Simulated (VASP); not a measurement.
Nb₃Si (space group Pm-3n): computed properties

Computed with LDA (Ceperley-Alder, Perdew-Zunger), VASP's LDA PAW potentials (set 64) (plane waves; VASP).

```
Item                                                                   Value
----------------------------------  ----------------------------------------
space group                                                      Pm-3n (223)
cell                                 a = b = c = 5.024 Å, α = β = γ = 90.00°
volume per atom                                               15.86 Å^3/atom
band gap (over mesh and band path)  none (metal, semimetal or under 0.01 eV)
density                                                           8.03 g/cm³
```

```
Nb3Si
1.0
    5.02449     0.00000     0.00000
    0.00000     5.02449     0.00000
    0.00000     0.00000     5.02449
Nb Si
6 2
Direct
  0.00000   0.50000   0.75000
  0.00000   0.50000   0.25000
  0.75000   0.00000   0.50000
  0.25000   0.00000   0.50000
  0.50000   0.75000   0.00000
  0.50000   0.25000   0.00000
  0.50000   0.50000   0.50000
  0.00000   0.00000   0.00000
```

The structure comes from a computed database's Nb3Si entry (Pm-3n); how it stands against other phases isn't given here. It was relaxed first, which changed the volume by -6 %. Symmetry was kept, so distortions that lower it aren't found.
